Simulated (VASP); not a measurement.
An input for Ansatz (written as the equivalent of a VASP run, and not itself run):

Ansatz 0.2 input:
```yaml
crystal:
  lattice:
    - [3.8086694, 0.0000000, 0.0000000]
    - [0.0000000, 3.8086694, 0.0000000]
    - [0.0000000, 0.0000000, 5.4195304]
  atoms:
    - { symbol: Zn, position: [0.0000000, 1.0000000, 0.0000000] }
    - { symbol: Ge, position: [0.5000000, 0.5000000, 0.5000000] }
    - { symbol: P, position: [0.0000000, 0.5000000, 0.2451403] }
    - { symbol: P, position: [0.5000000, 1.0000000, 0.7548597] }
kpoints:
  mp_grid: { grid: [7, 7, 5] }
hamiltonian:
  xc: pbesol
  pseudopotentials: { kind: paw }
scf:
  occupations: { method: tetrahedron }
  max_iter: 100
output: { forces: true, stress: true, eigenvalues: true }
```

Translate this input to VASP (INCAR, KPOINTS, POSCAR, choice of POTCAR).

One answer among several that fit: 
### INCAR
```
SYSTEM = ZnGeP2
PREC = Accurate; ENCUT = 400; LREAL = F
LASPH = T
EDIFF = 1E-7; NELM = 100; ALGO = Normal
LMAXMIX = 4
ISMEAR = -5
GGA = PS
ISIF = 2
LWAVE = F; LCHARG = T; LORBIT = 11
NEDOS = 601
LEFG = T
```

### POSCAR
```
ZnGeP2
1
    3.8086693858     0.0000000000     0.0000000000
    0.0000000000     3.8086693858     0.0000000000
    0.0000000000     0.0000000000     5.4195304183
Zn Ge P
1 1 2
Direct
  0.0000000000   1.0000000000   0.0000000000
  0.5000000000   0.5000000000   0.5000000000
  0.0000000000   0.5000000000   0.2451403430
  0.5000000000   1.0000000000   0.7548596570
```

File KPOINTS:
```
Automatic mesh
0
Gamma
7 7 5
0 0 0
```

POTCAR, in this order: Zn Ge_d P (PBE.64 set). Program: vasp_std.

What does not carry over: each code has its own PAW files, so the cut-off isn't converted (ENCUT is set for VASP's; basis.ecutwfc is left out, and Ansatz then takes the one that its files recommend); Ansatz stops its SCF on the density residual and VASP on the energy change (EDIFF); the field gradients of LEFG aren't asked of the other code.

The structure comes from a computed database's ZnGeP2 entry (P-4m2); how it stands against other phases isn't given here. It was relaxed first.
